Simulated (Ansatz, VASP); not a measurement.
# Cross-check of TiC between VASP and Ansatz, part 2 of 2

Wanted: the spread between two codes on one cell, functional and k mesh. The cell is taken from a series of runs on this material, whose earlier steps may have relaxed, scaled, displaced or heated it; both programs get it as it stands.

VASP 6.6.1 and Ansatz 0.2.0.

So far: The structure; VASP: zone-centre phonons, LDA.

**3. Ansatz: zone-centre phonons, LDA**

Level of this step: Ansatz beside VASP: Kohn-Sham DFT, plane waves, LDA (Ansatz).

Ansatz runs on its PAW soft_1 files.

The same cell, functional (in two slightly different forms), mesh and smearing now go to Ansatz, which takes its cutoff from its data sets.

Input file input.yaml:

```yaml
crystal:
  lattice:
    - [0.046468292, 2.134273404, 2.134273404]
    - [2.134273404, 0.046468292, 2.134273404]
    - [2.134273404, 2.134273404, 0.046468292]
  atoms:
    - { symbol: C, position: [0.5, 0.5, 0.5] }
    - { symbol: Ti, position: [0.0, 0.0, 0.0] }
kpoints:
  mp_grid: { grid: [16, 16, 16] }
hamiltonian:
  xc: lda
  pseudopotentials: { kind: paw, azcp: { folder: soft_1 }, xc_functional: pbe }
scf:
  occupations: { method: methfessel_paxton, width: 0.2 }
output:
  eigenvalues: true
phonons:
  method: dfpt
```

Launch:

```console
$ ansatz run input.yaml --threads 4 --pin off --max-ram 10240MiB --backend cpu --events-out ev --progress --plain --runs-dir out
```

Numbers of over 12 decimals in the logs are rounded to 6 here.

The log of the run:

```text
Engine: ansatz 0.2.0, aarch64-unknown-linux-gnu
Pseudopotentials: kind: paw
Pseudopotential: C, paw, valence charge 4, recommended cutoff 420 eV (normal), soft_1/C.paw.azcp
Pseudopotential: Ti, paw, valence charge 12, recommended cutoff 420 eV (normal), soft_1/Ti.paw.azcp
Functional definition: SPW92
  exchange = slater_x
  correlation = pw_c
Crystal: 2 atoms, lattice volume = 18.809 Å³
Basis set: ecut = 420 eV, 345 PW (Γ), exchange–correlation on 48×48×48 points (8 copies of the dense FFT grid, shifted against one another)
Bands: 12, of which v1, the nominal top of the filled ones, is band 8 counted from 1 (7 counted from 0)
Symmetry: 12 space group operations
k-points: 1098 of 4096 (irreducible under 2 space group operations, time reversal used)
Non-local potential: C, projectors of the file, l = 0: 2, l = 1: 2, l = 2: 1
Non-local potential: Ti, projectors of the file, l = 0: 3, l = 1: 2, l = 2: 3, l = 3: 1
PAW form: soft (Blöchl's): semilocal exchange-correlation on the pseudo side does not see the compensation charge
PAW frozen core: C, regenerated for the run's functional, and the local potential with it (the file was generated under x = pbe(κ = 0.804, μ = 0.219515), c = pbe(β = 0.066725))
PAW frozen core: Ti, regenerated for the run's functional, and the local potential with it (the file was generated under x = pbe(κ = 0.804, μ = 0.219515), c = pbe(β = 0.066725))
PAW one-centre angular grid: C, 110 points (default); XC on 64 Gauss nodes
PAW one-centre angular grid: Ti, 590 points (default); XC on 64 Gauss nodes
Initial density: superposition of atomic densities (chi_scale 0.1, normalization cell, long waves kept (reshape's long-wave potential 0.00 eV rms))
Initial wavefunctions: pseudopotential atomic-orbital guess
Functional: x = slater, c = lda
SCF iter   1: F=—  HF=-2696.219240 eV  |F-HF|=—  |Δ(HF+E_count)|=         —  Δρ=1.47e-1  dr2=5.11e0  ethr=3.10e-3  ⟨swp⟩=4.4  Hψ=64587  notcnv=0
preconditioner: auto → none  [metal: Δε(μ)=0.027 eV  Ē_g=20.522 eV  σ=0.200 eV  W_gap=0.11  n_scr=8 (ndim 8)  ℏωp=32.0 eV  f_vac=0.000  D(μ)=0.18/eV (n_scr^D=0)  sad-step TF]
SCF iter   2: F=—  HF=-2695.680733 eV  |F-HF|=—  |Δ(HF+E_count)|=   5.39e-1  S|Δr|=    0.00e0  Δρ=1.02e-1  dr2=2.52e0  ethr=3.10e-3  ⟨swp⟩=2.0  Hψ=25905  notcnv=0
SCF iter   3: F=—  HF=-2695.162767 eV  |F-HF|=—  |Δ(HF+E_count)|=   5.18e-1  S|Δr|=    0.00e0  Δρ=1.12e-2  dr2=1.51e-2  ethr=3.10e-3  ⟨swp⟩=2.7  Hψ=26461  notcnv=0
SCF iter   4: F=—  HF=-2695.157089 eV  |F-HF|=—  |Δ(HF+E_count)|=   5.68e-3  S|Δr|=    0.00e0  Δρ=1.45e-3  dr2=1.13e-4  ethr=9.46e-5  ⟨swp⟩=2.5  Hψ=31907  notcnv=0
SCF iter   5: F=—  HF=-2695.157295 eV  |F-HF|=—  |Δ(HF+E_count)|=   2.06e-4  S|Δr|=    0.00e0  Δρ=3.19e-4  dr2=1.24e-5  ethr=7.04e-7  ⟨swp⟩=2.0  Hψ=16906  notcnv=0
SCF iter   6: F=—  HF=-2695.157294 eV  |F-HF|=—  |Δ(HF+E_count)|=   1.76e-6  S|Δr|=    0.00e0  Δρ=1.90e-5  dr2=4.46e-8  ethr=7.78e-8  ⟨swp⟩=2.0  Hψ=20736  notcnv=0
SCF iter   7: F=—  HF=-2695.157294 eV  |F-HF|=—  |Δ(HF+E_count)|=   7.24e-7  S|Δr|=    0.00e0  Δρ=2.05e-6  dr2=6.45e-10  ethr=2.79e-10  ⟨swp⟩=2.8  Hψ=21214  notcnv=0
SCF iter   8: F=—  HF=-2695.157294 eV  |F-HF|=—  |Δ(HF+E_count)|=  2.14e-10  S|Δr|=    0.00e0  Δρ=3.31e-7  dr2=1.81e-11  ethr=4.03e-12  ⟨swp⟩=2.4  Hψ=20506  notcnv=0
SCF iter   9: F=-2695.157294 eV  HF=-2695.157294 eV  |F-HF|=4.55e-13  |Δ(HF+E_count)|=  8.64e-12  S|Δr|=    0.00e0  Δρ=3.50e-8  dr2=2.78e-13  ethr=1.00e-12  ⟨swp⟩=5.0  Hψ=46914  notcnv=0
SCF 1 converged in 9 iterations: F = -2695.157294 eV  dr2 = 2.78e-13
  greatest PAW one-centre occupation: 0.998 electrons in one spin orbital (limit 2), on the Ti atom at site 1 (counted from 0), in its partial waves of l = 0
DFPT response loops at Γ: preconditioner auto → Kerker (q_TF=auto, 2.656 Å⁻¹) (partly filled bands, converged f_vac=0.000); β = 1.00, the filter's whole step (`scf.mixing.beta` (0.50) is not read by the response loops under this deck's `scf.mixing.preconditioner`; to damp them name `kerker` or `kerker_dos`, under which they read `scf.mixing.beta`, and type it under 1.00, their step now; both keys bind the ground state too); Broyden in place of MSR1
SCF converged after 9 iterations
Stability not checked: this state was not tested for a lower state beside it, because cold or Methfessel-Paxton smearing, or corrected tetrahedra, fill the levels in a way that the test cannot read (fill_not_monotonic; see scf.lower_state_search)
Free energy (F): -2695.157294 eV
Harris-Foulkes:  -2695.157294 eV  (|F-HF|=4.55e-13)
Internal energy: -2695.157530 eV  (E = F + TS)
E sigma→0 (E₀):  -2695.157353 eV
Entropy (-TS):   0.000235 eV (0.118 meV/atom)
Fermi energy:    15.674200 eV
--- Per-component energies (eV) ---
  E_band       = -91.737682
  E_kinetic    = 370.528709
  E_local      = -788.042050  (includes V_loc(G=0)·N_el)
  E_nonlocal   = 89.021300
  E_hartree    = 312.780751
  E_xc         = -164.585776
  E_vxc        = -206.418722  (∫ρ·V_xc dr)
  E_paw        = -1085.725411  (= ΣΔE_a)
  E_vpaw       = -182.388363  (= ΣTr[D̂ρ^β])
  E_aug_tail   = -0.000073  (compensation charges beyond the density's cutoff)
  E_ewald      = -1429.523763
  E_core_change = 0.388783  (= ΣΔE_core)
  E_smearing   = 0.000235  (= −TS)
  E_closure    = 0.000000  (closes the sum)
  Σ components = -2695.157294   (vs F -2695.157294, Δ=0.00e0)
--- Band table (eV; the first three rows and the last of 1098) ---
  k-point 0: bands = [... 4 lower, 3.1016, 16.0942, 16.4356, 16.4356, 17.2693, 17.5616, 17.5616, 17.5711]
  k-point 1: bands = [... 4 lower, 3.2011, 15.8959, 15.9896, 16.2761, 16.6507, 16.7686, 17.7670, 18.5673]
  k-point 2: bands = [... 4 lower, 3.4929, 15.0385, 15.1681, 15.4492, 16.6696, 16.8632, 18.1205, 19.7437]
  k-point 1097: bands = [... 4 lower, 6.8354, 9.4902, 12.7202, 12.7202, 18.7721, 18.7721, 20.0293, 24.4771]
--- Phonons (Γ-DFPT): 2 representative perturbations + reference, on 1098 of 4096 k-points (Σ response iterations 6) ---
  k mesh reduced under 2 symmetry operations, with k and −k counted as one. Each operation leaves every solved perturbation unchanged. A smaller set is not used because it would not reduce the number of displacements times k-points to solve
  ASR residual: 1.490e-5 → 0.000e0 eV/Å²; symmetrization residual: 3.350e-7 eV/Å²
  ASR residual per site (eV/Å²): 5.83e-6 1.49e-5
  Γ frequencies (cm⁻¹): 0.00 0.00 0.00 568.53 568.53 612.45
  non-analytic LO–TO correction: not included (Born effective charges unavailable; polar crystals: no LO–TO splitting at Γ)
```

The column dr2 measures how far the density is from self-consistency, as an energy; F and HF (Harris–Foulkes) agree once it is small.

**4. Differences**

Known differences besides the potentials themselves: the cutoff is 420 eV in Ansatz and 600 eV in VASP; VASP's log shows a relativistic correction to its local exchange, Ansatz's none. Total energies have different zeros and are not compared.

The two programs side by side:

```
                  quantity  Ansatz   VASP  difference
optical mode 1 to 2 (cm⁻¹)   568.5  569.7     -0.21 %
     optical mode 3 (cm⁻¹)   612.5  613.9     -0.23 %
```

Modes are paired by rising frequency, not by their patterns, so a pair may set unlike modes beside each other; they are those without the splitting of longitudinal modes.

**5. Results**

| Property | Result |
| --- | --- |
| r.m.s. difference of the optical zone-centre modes, each program's sorted by frequency (zone-centre phonons, LDA) | 1.3 cm⁻¹ |

The r.m.s. difference of the optical zone-centre modes, each program's sorted by frequency is 1.3 cm⁻¹ (zone-centre phonons, LDA). Such differences can come from data sets, numerical settings and the points named under the comparisons, not from the functional's error against experiment.

[Lines on the potential files, build, host, timing and source positions are cut from VASP's logs without a mark.]

[Logs are printed without paths, hosts, clocks, repeated set-up lines and the standing remarks that a program may print on its own settings, such as how far it seeks lower states.]

[Hosts, paths, dates, database ids (printed as entryN), source tags and the programs' standing remarks are cut or masked in the printed files.]
